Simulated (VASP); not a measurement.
# SZnBrH in VASP: a series of runs

Runs on SZnBrH. Level: PBE. Tasks: single point, relaxation of the atoms.

Program: VASP 6.6.1. These are calculated values, not measurements. Logs are shortened: lines on timing, memory, paths and dates and some standing lists are left out, and cuts for length are marked.

**1. The undisturbed crystal**

The cell holds a molecule in a box, 4 atoms: a = 11.000 Å, b = 14.000 Å, c = 11.000 Å, α = 90.00°, β = 90.00°, γ = 90.00°.

**2. Single point, PBE (atoms moved at random, drawn with an rms of 0.05 Å)**

The input, INCAR:

```
SYSTEM = ZnHSBr
PREC = Accurate
ENCUT = 520
EDIFF = 1E-6
ISMEAR = 0
SIGMA = 0.01
LREAL = .FALSE.
LASPH = .TRUE.
NELM = 100
ALGO = Normal
ISIF = 2
LWAVE = .FALSE.
LCHARG = .FALSE.
GGA = PE
NBANDS = 21
```

The input, KPOINTS:

```
regular mesh
0
G
  1 1 1
  0 0 0
```

The input, POSCAR:

```
ZnHSBr
1.0
   11.0000000000      0.0000000000      0.0000000000
    0.0000000000     14.0000000000      0.0000000000
    0.0000000000      0.0000000000     11.0000000000
S Zn Br H
1 1 1 1
Direct
    0.4290590000      0.5993780000      0.4207240000
    0.4980140000      0.4742670000      0.5070180000
    0.5759380000      0.3407960000      0.5923790000
    0.4922550000      0.6559140000      0.4875280000
```

Potentials or basis: VASP PAW PBE potentials, release 64 (S, Zn, Br, H).

Run with:

```bash
cat potpaw_PBE.64/S/POTCAR potpaw_PBE.64/Zn/POTCAR potpaw_PBE.64/Br/POTCAR potpaw_PBE.64/H/POTCAR > POTCAR
mpirun -np 1 vasp_gam > vasp.out
```

OUTCAR:

```text
SYSTEM = ZnHSBr
   PREC = Accurate
   ENCUT = 520
   EDIFF = 1E-6
   ISMEAR = 0
   LREAL = .FALSE.
   LASPH = .TRUE.
   NELM = 100
   ISIF = 2
   GGA = PE

 ion  position               nearest neighbor table
   1  0.429  0.599  0.421-   4 1.28   2 2.13
   2  0.498  0.474  0.507-   1 2.13   3 2.26
   3  0.576  0.341  0.592-   2 2.26
   4  0.492  0.656  0.488-   1 1.28

  LATTYP: Found a simple tetragonal cell.
 ALAT       =    11.0000000000
 C/A-ratio  =     1.2727272727

  Lattice vectors:

 A1 = ( -11.0000000000,   0.0000000000,   0.0000000000)
 A2 = (   0.0000000000,   0.0000000000,  11.0000000000)
 A3 = (   0.0000000000,  14.0000000000,   0.0000000000)

Analysis of symmetry for initial positions (statically):
=====================================================================
 Subroutine PRICEL returns:
 Original cell was already a primitive cell.

 Routine SETGRP: Setting up the symmetry group for a
 simple tetragonal supercell.

 Subroutine GETGRP returns: Found  1 space group operations
 (whereof  1 operations were pure point group operations)
 out of a pool of 16 trial point group operations.

The static configuration has the point symmetry C_1 .

Analysis of symmetry for dynamics (positions and initial velocities):
=====================================================================
 Subroutine PRICEL returns:
 Original cell was already a primitive cell.

 Routine SETGRP: Setting up the symmetry group for a
 simple tetragonal supercell.

 Subroutine GETGRP returns: Found  1 space group operations
 (whereof  1 operations were pure point group operations)
 out of a pool of 16 trial point group operations.

The dynamic configuration has the point symmetry C_1 .

 Subroutine INISYM returns: Found  1 space group operations
 (whereof  1 operations are pure point group operations),
 and found     1 'primitive' translations

----------------------------------------------------------------------------------------

                                     Primitive cell

  volume of cell :    1694.0000

  direct lattice vectors                    reciprocal lattice vectors
    11.000000000  0.000000000  0.000000000     0.090909091  0.000000000  0.000000000
     0.000000000 14.000000000  0.000000000     0.000000000  0.071428571  0.000000000
     0.000000000  0.000000000 11.000000000     0.000000000  0.000000000  0.090909091

  length of vectors
    11.000000000 14.000000000 11.000000000     0.090909091  0.071428571  0.090909091

  position of ions in fractional coordinates (direct lattice)
     0.429059000  0.599378000  0.420724000
     0.498014000  0.474267000  0.507018000
     0.575938000  0.340796000  0.592379000
     0.492255000  0.655914000  0.487528000

  ion indices of the primitive-cell ions
   primitive index   ion index
                 1           1
                 2           2
                 3           3
                 4           4

----------------------------------------------------------------------------------------

 KPOINTS: regular mesh

Automatic generation of k-mesh.
 Grid dimensions read from file:
 generate k-points for:    1    1    1

 Generating k-lattice:

  Cartesian coordinates                     Fractional coordinates (reciprocal lattice)
     0.090909091  0.000000000  0.000000000     1.000000000  0.000000000  0.000000000
     0.000000000  0.071428571  0.000000000     0.000000000  1.000000000  0.000000000
     0.000000000  0.000000000  0.090909091     0.000000000  0.000000000  1.000000000

  Length of vectors
     0.090909091  0.071428571  0.090909091

  Shift w.r.t. Gamma in fractional coordinates (k-lattice)
     0.000000000  0.000000000  0.000000000

 Subroutine IBZKPT returns following result:
 ===========================================

 Found      1 irreducible k-points:

 Following reciprocal coordinates:
            Coordinates               Weight
  0.000000  0.000000  0.000000      1.000000
   k-points           NKPTS =      1   k-points in BZ     NKDIM =      1   number of bands    NBANDS=     21
   number of dos      NEDOS =    301   number of ions     NIONS =      4
   total plane-waves  NPLWV = 762048
   dimension x,y,z NGX =    84 NGY =  108 NGZ =   84
   dimension x,y,z NGXF=   168 NGYF=  216 NGZF=  168
   ions per type =               1   1   1   1
   NGX,Y,Z   is equivalent  to a cutoff of  12.70, 12.82, 12.70 a.u.
   NGXF,Y,Z  is equivalent  to a cutoff of  25.39, 25.65, 25.39 a.u.
 SYSTEM =  ZnHSBr
   PREC   = accura    normal or accurate (medium, high low for compatibility)
   ISTART =      0    job   : 0-new  1-cont  2-samecut
   ICHARG =      2    charge: 1-file 2-atom 10-const
   ISPIN  =      1    spin polarized calculation?
   LNONCOLLINEAR =      F non collinear calculations
   LSORBIT =      F    spin-orbit coupling
   LASPH  =      T    aspherical Exc in radial PAW
   ENCUT  =  520.0 eV  38.22 Ry    6.18 a.u.  20.45 26.03 20.45*2*pi/ulx,y,z
   NELM   =    100;   NELMIN=  2; NELMDL= -5     # of ELM steps
   EDIFF  = 0.1E-05   stopping-criterion for ELM
   LREAL  =      F    real-space projection
   EDIFFG = 0.1E-04   stopping-criterion for IOM
   NSW    =      0    number of steps for IOM
   IBRION =     -1    ionic relax: 0-MD 1-quasi-New 2-CG
   NFREE  =      0    steps in history (QN), initial steepest desc. (CG)
   ISIF   =      2    stress and relaxation
   ISYM   =      2    0-nonsym 1-usesym 2-fastsym
   POTIM  = 0.5000    time-step for ionic-motion
   TEBEG  =    0.0;   TEEND  =   0.0 temperature during run
   PSTRESS=    0.0 pullay stress
   NELECT =      26.0000    total number of electrons
   NUPDOWN=      -1.0000    fix difference up-down
   EMIN   =  10.00;   EMAX   =-10.00  energy-range for DOS
   EFERMI =   0.00;   METHOD = LEGACY
   ISMEAR =     0;   SIGMA  =   0.01  broadening in eV -4-tet -1-fermi 0-gaus
   EFERMI_NEDOS =   21; number of points for ismear=-14 and -15
   IALGO  =     38    algorithm
   IMIX   =      4    mixing-type and parameters
     AMIX     =   0.40;   BMIX     =  1.00
     AMIX_MAG =   1.60;   BMIX_MAG =  1.00
  volume/ion in A,a.u.               =     423.50      2857.92
  Fermi-wavevector in a.u.,A,eV,Ry     =   0.406844  0.768824  2.252066  0.165522
  Thomas-Fermi vector in A             =   1.360091
   LORBIT       =      0    0 simple, 1 ext, 2 COOP (PROOUT), +10 PAW based schemes
   GGA     = PE    functional components
   LHFCALC =     F    Hartree Fock is set to
   AEXX    =    0.0000 exact exchange contribution
   IVDW    =     0    specifies the selected vdW correction
   LEPSILON=     F    determine dielectric tensor
   LRPA    =     F    only Hartree local field effects (RPA)
 non-spin polarized calculation
 Gauss-broadening in eV      SIGMA  =   0.01
  energy-cutoff  :      520.00
  volume of cell :     1694.00
 maximum number of plane-waves:     22807
 NGX is ok and might be reduce to    84
   NGX = 41   NGY = 53   NGZ = 41

 number of electron      26.0000008 magnetization

 Free energy of the ion-electron system (eV)
  ---------------------------------------------------
  ext. energy  EPLUGINS =         0.00000000
  ---------------------------------------------------
  free energy    TOTEN  =       -11.54377929 eV

  energy without entropy =      -11.54377929  energy(sigma->0) =      -11.54377929

 E-fermi :  -6.1547     XC(G=0):  -0.9242

 val. band max:       -6.2528863105   @ k =   0.0000   0.0000   0.0000
 cond. band min:      -2.0861023524   @ k =   0.0000   0.0000   0.0000
 fundamental gap:      4.1667839581
 Fermi energy:        -6.1546630482

 k-point     1 :       0.0000    0.0000    0.0000
  band No.  band energies     occupation
      1     -19.3750      2.00000
      2     -18.1793      2.00000
      3     -12.4295      2.00000
      4     -12.1483      2.00000
      5     -12.0843      2.00000
      6     -12.0038      2.00000
[... 13 lines left out ...]
     20       0.7196      0.00000
     21       0.9249      0.00000

------------------------ aborting loop because EDIFF is reached ----------------------------------------

  FORCE on cell =-STRESS in cart. coord.  units (eV):
  Direction    XX          YY          ZZ          XY          YZ          ZX
  --------------------------------------------------------------------------------------
  -------------------------------------------------------------------------------------
  Total        0.6488326      0.5452498      0.7457654      1.0214957      1.0700623      0.7228078
  in kB        0.6136629      0.5156947      0.7053414      0.9661259      1.0120600      0.6836282
  external PRESSURE =       0.6115663 kB  Pullay stress =       0.0000000 kB

 VOLUME and BASIS-vectors are now :
 -----------------------------------------------------------------------------
  energy-cutoff  :      520.00
  volume of cell :     1694.00
      direct lattice vectors                 reciprocal lattice vectors
    11.000000000  0.000000000  0.000000000     0.090909091  0.000000000  0.000000000
     0.000000000 14.000000000  0.000000000     0.000000000  0.071428571  0.000000000
     0.000000000  0.000000000 11.000000000     0.000000000  0.000000000  0.090909091

 POSITION                                       TOTAL-FORCE (eV/Angst)
 -----------------------------------------------------------------------------------
      4.71965      8.39129      4.62796        -1.186431     -1.064443     -1.233998
      5.47815      6.63974      5.57720         0.286323     -0.484111      0.250944
      6.33532      4.77114      6.51617        -0.183603      0.340274     -0.165792
      5.41481      9.18280      5.36281         1.083711      1.208279      1.148847
 -----------------------------------------------------------------------------------
    total drift:                               -0.000517      0.000871     -0.000482

  FREE ENERGIE OF THE ION-ELECTRON SYSTEM (eV)
  ---------------------------------------------------
  free  energy   TOTEN  =       -11.5437792918 eV

  energy  without entropy=      -11.5437792918  energy(sigma->0) =      -11.54377929
```

Run time: 84 s. Hardware: 1 thread of Intel Xeon 6975P-C (Granite Rapids), shared host; peak memory 1.3 GiB.

What came out:

| Item | Value |
| --- | --- |
| Free energy | -11.5438 eV |
| Largest force | 2.016 eV/Å |
| Gap between the frontier levels | 4.17 eV |

Forces in eV/Å, atoms in the order of the input:
```
S   -1.186 -1.064 -1.234
Zn   0.286 -0.484  0.251
Br  -0.184  0.340 -0.166
H    1.084  1.208  1.149
```

Levels at points of the mesh, in eV from the valence-band top:
| k point | band 10 | band 11 | band 12 | band 13 | band 14 | band 15 | band 16 | band 17 |
| --- | --- | --- | --- | --- | --- | --- | --- | --- |
| (0.00, 0.00, 0.00) | -1.46 | -0.72 | -0.66 | 0.00 | 4.17 | 5.08 | 5.54 | 5.98 |

**3. Relaxation of the atoms, PBE (atoms moved at random, drawn with an rms of 0.02 Å)**

The input, INCAR:

```
SYSTEM = ZnHSBr
  PREC = Accurate
  ENCUT = 520
  EDIFF = 1E-6
  ISMEAR = 0
  SIGMA = 0.01
  LREAL = .FALSE.
  LASPH = .TRUE.
  NELM = 60
  ALGO = Normal
  ISIF = 2
  LWAVE = .FALSE.
  LCHARG = .FALSE.
  GGA = PE
  IBRION = 2
  NSW = 60
  EDIFFG = -0.01
```

KPOINTS is that of step 2.

The input, POSCAR:

```
ZnHSBr
1.0
   11.0000000000      0.0000000000      0.0000000000
    0.0000000000     14.0000000000      0.0000000000
    0.0000000000      0.0000000000     11.0000000000
S Zn Br H
1 1 1 1
Direct
    0.4263000000      0.6022950000      0.4180530000
    0.5010380000      0.4740270000      0.5009110000
    0.5745390000      0.3429020000      0.5886350000
    0.4971980000      0.6616310000      0.4841300000
```

Potentials or basis: VASP PAW PBE potentials, release 64 (S, Zn, Br, H).

Run with:

```bash
cat potpaw_PBE.64/S/POTCAR potpaw_PBE.64/Zn/POTCAR potpaw_PBE.64/Br/POTCAR potpaw_PBE.64/H/POTCAR > POTCAR
mpirun -np 1 vasp_gam > vasp.out
```

It took 8.2 min on 1 thread of Intel Xeon 6975P-C (Granite Rapids), shared host; peak memory 1.4 GiB.

Results (log left out):

```
Free energy                     : -11.6182 eV
Energy gained by relaxing       : 1.8 meV/atom
Ionic steps                     : 16
Largest force after relaxing    : 0.006 eV/Å
Gap between the frontier levels : 4.18 eV
```

Forces in eV/Å, atoms in the order of the input:
```
S   -0.002  0.002 -0.005
Zn  -0.003  0.003  0.002
Br   0.003 -0.002  0.001
H    0.001 -0.004  0.002
```

Step by step:
```csv
step,energy change (eV),largest force (eV/Å),pressure (GPa)
1,0.0000,0.3605,-0.03
2,-0.0033,0.2458,-0.02
3,-0.0040,0.1570,-0.02
4,-0.0055,0.0781,-0.01
5,-0.0060,0.1181,0.00
6,-0.0065,0.1057,0.00
7,-0.0065,0.0792,0.00
8,-0.0070,0.0425,0.00
9,-0.0070,0.0347,0.00
10,-0.0072,0.0263,0.00
11,-0.0072,0.0292,0.00
12,-0.0072,0.0127,0.00
13,-0.0072,0.0115,0.00
14,-0.0072,0.0183,0.00
15,-0.0072,0.0145,0.00
16,-0.0073,0.0056,0.00
```

Final structure:
```xyz
4
Lattice="11.0000 0.0000 0.0000 0.0000 14.0000 0.0000 0.0000 0.0000 11.0000" Properties=species:S:1:pos:R:3 pbc="T T T"
S     4.6925    8.4162    4.5937
Zn    5.5090    6.6628    5.5243
Br    6.3156    4.8128    6.4609
H     5.4727    9.2401    5.3301
```

Levels at points of the mesh, in eV from the valence-band top:
```tsv
k point	band 11	band 12	band 13	band 14	band 15	band 16
(0.00, 0.00, 0.00)	-0.83	-0.77	0.00	4.18	5.05	5.51
```

**4. For comparison**

An earlier run on the cell as given: functional PBE; potentials or basis VASP PAW PBE potentials, release 64 (S, Zn, Br, H); cutoff 520 eV; k mesh 1 × 1 × 1; occupations gaussian, width 0.01 eV; no spin polarisation.

- Largest force: 0.237 eV/Å
- Gap between the frontier levels: 4.13 eV

**5. Overview**

| task | cell | gap on the mesh (eV) | largest force (eV/Å) |
| --- | --- | --- | --- |
| single point | atoms moved at random, drawn with an rms of 0.05 Å | 4.17 | 2.02 |
| relaxation of the atoms | atoms relaxed from: atoms moved at random, drawn with an rms of 0.02 Å | 4.18 | 0.01 |
| single point | as given | 4.13 | 0.24 |

Alike in all rows: level PBE; potentials or basis VASP PAW PBE potentials, release 64 (S, Zn, Br, H); no spin polarisation; k mesh 1 × 1 × 1; cutoff (eV) 520; smearing gaussian 0.01 eV.

Absolute energies hang on the potentials; compare differences alone.
